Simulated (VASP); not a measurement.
Calculation: revPBE GGA, VASP's PBE PAW potentials (set 64) (plane waves; VASP).

VASP ran on this input.

**POSCAR**
```
BaTiO3
1
    4.0593967347     0.0000000000     0.0000000000
    0.0000000000     4.0593967347     0.0000000000
    0.0000000000     0.0000000000     4.0593967347
Ba Ti O
1 1 3
Direct
  0.0000000000   0.0000000000   0.0000000000
  0.5000000000   0.5000000000   0.5000000000
  0.5000000000   0.0000000000   0.5000000000
  0.0000000000   0.5000000000   0.5000000000
  0.5000000000   0.5000000000   0.0000000000
```

### INCAR
```
SYSTEM = BaTiO3
PREC = Accurate
ENCUT = 520
EDIFF = 1E-7
NELM = 100
ALGO = Normal
LREAL = .FALSE.
LASPH = .TRUE.
ISMEAR = 0
SIGMA = 0.05
GGA = RE
LMAXMIX = 4
LWAVE = .FALSE.
LCHARG = .FALSE.
ISIF = 2
```

**KPOINTS**
```
K-points
0
Gamma
6 6 6
```

POTCAR, in this order: Ba_sv Ti_sv O (PBE.64 set). Program: vasp_std.

Unless said otherwise, spin-orbit coupling is left out, though it shifts the bands of the heavy elements here.

Predict the energy per atom (σ→0), band gap (on the k-mesh).

The energy per atom (σ→0) is -7.642 eV/atom. The band gap (on the k-mesh) comes out as 1.68 eV.

**OSZICAR**
```
...
DAV:  11    -0.382107257680E+02    0.15904E-02   -0.12893E-02  1200   0.728E-01    0.133E-01
DAV:  12    -0.382111971496E+02   -0.47138E-03   -0.40539E-03  1272   0.519E-01    0.170E-01
DAV:  13    -0.382107425295E+02    0.45462E-03   -0.27591E-03  1200   0.488E-01    0.209E-02
DAV:  14    -0.382107419933E+02    0.53615E-06   -0.68592E-05  1120   0.733E-02    0.840E-03
DAV:  15    -0.382107432715E+02   -0.12782E-05   -0.12769E-05  1304   0.316E-02    0.514E-03
DAV:  16    -0.382107429262E+02    0.34536E-06   -0.27870E-06  1248   0.162E-02    0.175E-03
DAV:  17    -0.382107428623E+02    0.63817E-07   -0.96955E-08   640   0.294E-03
   1 F= -.38210743E+02 E0= -.38210743E+02  d E =-.189954E-14
```

The compound is BaTiO3 in the cubic perovskite structure, the ideal cubic form; the compound distorts at low or room temperature. It was relaxed first.
